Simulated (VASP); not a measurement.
Data:

```xyz
2
Lattice="0.0000 2.5219 2.5219 2.5219 0.0000 2.5219 2.5219 2.5219 0.0000" Properties=species:S:1:pos:R:3 pbc="T T T"
Sr     0.0000     0.0000     0.0000
O      2.5219     2.5219     2.5219
```

Method: HSE06 screened hybrid, VASP's PBE PAW potentials (set 64) (plane waves; VASP 6.6.1). Settings: 520 eV cut-off, 6×6×6 Γ-centred mesh, Gaussian smearing of 0.050 eV, potentials Sr_sv O.

**Question.** Give the stress tensor in GPa (positive for a compressed cell).

**Answer.** 
```
7.63  0.00  0.00
0.00  7.63  0.00
0.00  0.00  7.63
```
The pressure is its mean diagonal, 7.63 GPa.

The compound is SrO in the rock salt structure. This cell is one point of a volume scan, at 0.91 of the reference volume. The cell's shape comes from a PBE relaxation.
